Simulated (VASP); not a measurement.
Here is the system:

```
ZnS
1.0
    3.58717     0.00000     0.00000
   -1.79359     3.10658     0.00000
    0.00000     0.00000     5.87922
Zn S
2 2
Direct
  0.00000   0.00000   0.00000
  0.00000   0.00000   0.50000
  0.33333   0.66667   0.25000
  0.66667   0.33333   0.75000
```

All values below come from r2SCAN meta-GGA, VASP's PBE PAW potentials (set 64) (plane waves; VASP 6.6.1). Numerical set-up: 400 eV cut-off, 8×8×4 Γ-centred mesh, tetrahedra with Blöchl corrections, potentials Zn S.

The path is coarsely sampled, so an indirect gap can come out somewhat too large.

Problem. Tabulate the total density of states (states/eV per cell) against energy (eV; zero at the valence-band maximum or, without a gap, the Fermi level).

Solution. 
```tsv
E (eV)	DOS (states/eV)
-9.90	0.00
-9.66	0.00
-9.43	0.00
-9.19	0.00
-8.95	0.00
-8.72	0.00
-8.48	0.00
-8.24	0.00
-8.01	0.00
-7.77	0.00
-7.54	0.00
-7.30	1.11
-7.06	4.62
-6.83	20.5
-6.59	18.7
-6.23	15.6
-6.00	0.01
-5.76	0.00
-5.52	0.39
-5.29	2.87
-5.05	2.86
-4.81	2.95
-4.58	2.26
-4.34	2.00
-4.10	1.05
-3.87	1.23
-3.63	2.05
-3.40	2.12
-3.16	1.59
-2.92	1.60
-2.69	1.66
-2.45	2.09
-2.21	2.44
-1.98	2.08
-1.74	2.09
-1.50	2.02
-1.27	2.85
-1.03	3.58
-0.79	4.54
-0.56	2.62
-0.32	1.39
-0.08	0.55
0.15	0.00
0.39	0.00
0.63	0.00
0.98	0.00
1.22	0.04
1.45	0.09
1.69	0.15
1.93	0.22
2.16	0.44
2.40	0.90
2.64	0.95
2.87	0.96
3.11	0.94
3.35	0.99
3.58	1.13
3.82	1.32
4.06	1.73
4.29	1.74
```
Within 2 eV below the valence-band maximum the largest weight inside VASP's projection spheres is S p, then Zn d.

The structure was generated: ZnS was put into the NiAs type type (P6_3/mmc), which need not be its known phase. It was relaxed first, which changed the volume by +15 %.
